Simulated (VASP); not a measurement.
An input for Quantum ESPRESSO's pw.x (written as the equivalent of a VASP run, and not itself run):

```
&CONTROL
  calculation = 'vc-relax'
  pseudo_dir = './pseudo'
  outdir = './out'
  tprnfor = .true.
  tstress = .true.
  nstep = 40
  forc_conv_thr = 0.00078
/
&SYSTEM
  ibrav = 0
  nat = 4
  ntyp = 2
  ecutwfc = 86
  occupations = 'smearing'
  smearing = 'methfessel-paxton'
  degauss = 0.00735
  input_dft = 'pbesol'
/
&ELECTRONS
  conv_thr = 7.3e-08
  electron_maxstep = 100
/
&IONS
/
&CELL
  press = 100
/
ATOMIC_SPECIES
  Ge 72.630 Ge.upf
  Se 78.971 Se.upf
CELL_PARAMETERS angstrom
     3.5703512   -0.0000000   -0.0000000
    -1.7851756    3.0920136   -0.0000000
    -0.0000000    0.0000000    6.9034295
ATOMIC_POSITIONS crystal
  Ge   0.0000000  0.0000000  0.0000000
  Ge   0.0000000  0.0000000  0.5000000
  Se   0.3333330  0.6666670  0.2500000
  Se   0.6666670  0.3333330  0.7500000
K_POINTS automatic
  10 10 5 0 0 0
```

Task: Write the VASP files for the same calculation (PBEsol).

Result: Several could match; the one computed here: 
### KPOINTS
```
Automatic mesh
0
Gamma
10 10 5
0 0 0
```

POSCAR:
```
GeSe
1
    3.5703512289    -0.0000000000    -0.0000000000
   -1.7851756145     3.0920136191    -0.0000000000
   -0.0000000000     0.0000000000     6.9034295469
Ge Se
2 2
Direct
  0.0000000000   0.0000000000   0.0000000000
  0.0000000000   0.0000000000   0.5000000000
  0.3333330000   0.6666670000   0.2500000000
  0.6666670000   0.3333330000   0.7500000000
```

### INCAR
```
ALGO = Normal
EDIFF = 1E-6
EDIFFG = -0.02
ENCUT = 500
GGA = PS
IBRION = 2
ISIF = 3
ISMEAR = 1
LASPH = .True.
LCHARG = .False.
LMAXMIX = 4
LREAL = .False.
LWAVE = .False.
NELM = 100
NSW = 40
PREC = Accurate
PSTRESS = 100
SIGMA = 0.1
SYSTEM = GeSe
```

POTCAR, in this order: Ge_d Se (PBE.64 set). Program: vasp_std.

Limits of the translation: the potentials are each code's own (VASP's PAW set, PseudoDojo norm-conserving files in pw.x), so ENCUT and ecutwfc are chosen apart and not converted; conv_thr bounds pw.x's estimated SCF error, while EDIFF bounds the energy change between steps; forc_conv_thr acts on force components and is met together with etot_conv_thr.

The structure was generated: GeSe was put into the NiAs type type (P6_3/mmc), which need not be its known phase. It was relaxed first under an external pressure of 10 GPa.
